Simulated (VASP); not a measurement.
All values below come from PBE GGA, VASP's PBE PAW potentials (set 64) (plane waves; VASP).

VASP ran on this input.

### KPOINTS
```
Automatic
0
gamma
9 9 9
0 0 0
```

### POSCAR
```
BP
1
    0.0000000000     2.2731460608     2.2731460608
    2.2731460608     0.0000000000     2.2731460608
    2.2731460608     2.2731460608     0.0000000000
B P
1 1
Direct
  0.0000000000   0.0000000000   0.0000000000
  0.2500000000   0.2500000000   0.2500000000
```

**INCAR**
```
EDIFF  =  1E-6
LWAVE  =  F
ENCUT  =  520   ! plane-wave cut-off (eV)
NELM  =  100   ! most electronic steps
ALGO  =  Normal
LREAL  =  F
ISMEAR  =  0   ! Gaussian
GGA  =  PE   ! PBE
SYSTEM  =  BP
PREC  =  Accurate
LCHARG  =  T
SIGMA  =  0.05   ! width (eV)
LASPH  =  T
```

POTCAR, in this order: B P (PBE.64 set). Program: vasp_std.

What VASP printed:

File OSZICAR:
```
       N       E                     dE             d eps       ncg     rms          rms(c)
DAV:   1     0.111647011431E+02    0.11165E+02   -0.41146E+03   560   0.911E+02
DAV:   2    -0.133767204170E+02   -0.24541E+02   -0.23700E+02   872   0.110E+02
DAV:   3    -0.136258099970E+02   -0.24909E+00   -0.24909E+00   600   0.152E+01
DAV:   4    -0.136265406705E+02   -0.73067E-03   -0.73067E-03   944   0.866E-01
DAV:   5    -0.136265407871E+02   -0.11657E-06   -0.11656E-06   632   0.110E-02    0.715E+00
DAV:   6    -0.130271124455E+02    0.59943E+00   -0.16202E+00   608   0.695E+00    0.390E+00
DAV:   7    -0.129379320201E+02    0.89180E-01   -0.25304E-01   848   0.306E+00    0.129E+00
DAV:   8    -0.129298872619E+02    0.80448E-02   -0.28130E-02   600   0.116E+00    0.213E-01
DAV:   9    -0.129301949371E+02   -0.30768E-03   -0.49291E-04   792   0.204E-01    0.119E-01
DAV:  10    -0.129303934594E+02   -0.19852E-03   -0.29572E-04   632   0.136E-01    0.272E-02
DAV:  11    -0.129304034375E+02   -0.99780E-05   -0.12855E-05   808   0.312E-02    0.311E-02
DAV:  12    -0.129304041874E+02   -0.74992E-06   -0.30782E-06   568   0.115E-02
   1 F= -.12930404E+02 E0= -.12930404E+02  d E =-.193970E-13
```

### OUTCAR
```
------------------------ aborting loop because EDIFF is reached ----------------------------------------
  FORCE on cell =-STRESS in cart. coord.  units (eV):
  Direction    XX          YY          ZZ          XY          YZ          ZX
  --------------------------------------------------------------------------------------
  Total        0.0001520      0.0001520      0.0001520     -0.0000000     -0.0000000      0.0000000
  in kB        0.0103696      0.0103696      0.0103696     -0.0000000     -0.0000000      0.0000000
  external PRESSURE =       0.0103696 kB  Pullay stress =       0.0000000 kB
  volume of cell :       23.49
      direct lattice vectors                 reciprocal lattice vectors
     0.000000000  2.273146061  2.273146061    -0.219959469  0.219959469  0.219959469
     2.273146061  0.000000000  2.273146061     0.219959469 -0.219959469  0.219959469
     2.273146061  2.273146061  0.000000000     0.219959469  0.219959469 -0.219959469
  FREE ENERGIE OF THE ION-ELECTRON SYSTEM (eV)
  ---------------------------------------------------
  free  energy   TOTEN  =       -12.9304041874 eV

  energy  without entropy=      -12.9304041874  energy(sigma->0) =      -12.93040419
```
(Selected blocks of OUTCAR.)

The compound is BP in the zinc blende structure. It was relaxed first.
